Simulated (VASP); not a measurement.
CdBr$_{2}$ (space group R-3m): computed properties

Calculation: PBEsol GGA, VASP's PBE PAW potentials (set 64) (plane waves; VASP).

```yaml
space_group: R-3m (166)
cell: a = 3.967 Å, b = 3.967 Å, c = 19.284 Å, α = 90.00°, β = 90.00°, γ = 120.00°
volume_per_atom: 29.20 Å³/atom
band gap (over mesh and band path): 2.80 eV
smallest direct gap (over mesh and band path): 2.89 eV
band_edge_character_without_spin_orbit_coupling: indirect, T to Γ
band_gap_with_spin_orbit_coupling: 2.64 eV
density: 5.16 g/cm³
```

CdBr₂ has the trigonal space group R-3m, hexagonal axes (No. 166), Pearson symbol hR3. Lattice parameters: a = b = 3.967 Å, c = 19.284 Å, α = β = 90.00°, γ = 120.00°. Cd on 3a is surrounded by 6 Br at 2.771 Å (octahedral). Br on 6c has 3 Cd at 2.771 Å (trigonal pyramidal). (Neighbours: up to the widest gap in distance over summed covalent radii, below 1.35, at either atom; cation-cation and far metal-metal contacts left out.)
(The calculation used a cell of 3 atoms; values per cell refer to that cell.)

The structure comes from a computed database's CdBr2 entry (R-3m); how it stands against other phases isn't given here. It was relaxed first. Symmetry was kept, so distortions that lower it aren't found.
